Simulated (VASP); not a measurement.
All values below come from PBE GGA, VASP's PBE PAW potentials (set 64) (plane waves; VASP 6.6.1).

A VASP calculation is set up with these files.

### KPOINTS
```
Automatic
0
G
8 8 8
```

INCAR:
```
NELM=100   # most electronic steps
ISMEAR=0
PREC=Accurate
GGA=PE   # PBE
ENCUT=520   # plane-wave cut-off (eV)
ALGO=Normal
LCHARG=.FALSE.
ISIF=2
LASPH=.TRUE.
LMAXMIX=6   # l cut-off of mixed one-centre charges
SIGMA=0.05   # width (eV)
SYSTEM=PtF2
LREAL=.FALSE.   # projection in real space or not
NBANDS=20
LWAVE=.FALSE.
EDIFF=1E-6   # SCF stop (eV)
```

POSCAR:
```
PtF2
1
    0.0000000000     2.2625510000     2.2625510000
    2.2625510000     0.0000000000     2.2625510000
    2.2625510000     2.2625510000     0.0000000000
Pt F
1 2
Direct
  0.0000000000   0.0000000000   0.0000000000
  0.2500000000   0.2500000000   0.2500000000
  0.7500000000   0.7500000000   0.7500000000
```

POTCAR, in this order: Pt F (PBE.64 set). Program: vasp_std.

Unless said otherwise, spin-orbit coupling is left out, though it shifts the bands of the heavy elements here.

Question: Estimate the energy per atom (σ→0), pressure, band gap (on the k-mesh).

Answer: 
```
Item                                                        Result
------------------------  ----------------------------------------
energy per atom (σ→0)                               -1.000 eV/atom
band gap (on the k-mesh)  none (metal, semimetal or under 0.01 eV)
pressure                                                247.50 GPa
```

### OSZICAR
```
...
DAV:   6    -0.304584665195E+01    0.97296E+00   -0.20124E+00  1228   0.166E+01    0.375E+01
DAV:   7    -0.300729926274E+01    0.38547E-01   -0.38626E-01  1248   0.567E+00    0.743E+00
DAV:   8    -0.300223450825E+01    0.50648E-02   -0.66762E-03  1280   0.828E-01    0.476E-01
DAV:   9    -0.300032311362E+01    0.19114E-02   -0.61481E-03  1284   0.619E-01    0.230E-01
DAV:  10    -0.300033561936E+01   -0.12506E-04   -0.10086E-04  1288   0.105E-01    0.590E-02
DAV:  11    -0.300034085044E+01   -0.52311E-05   -0.86390E-06  1240   0.234E-02    0.268E-02
DAV:  12    -0.300034064066E+01    0.20978E-06   -0.23273E-07  1060   0.368E-03
   1 F= -.30003406E+01 E0= -.30001378E+01  d E =-.405623E-03
```

The structure was generated: PtF2 was put into the fluorite type (Fm-3m), which need not be its known phase. The cell was not relaxed at this level. The k-mesh is coarse (spacing up to 0.30 per Å, 2π included), so the numbers may not be converged in it. The run is one of a series of settings (NBANDS = 20 against the base run), some of them coarse on purpose.
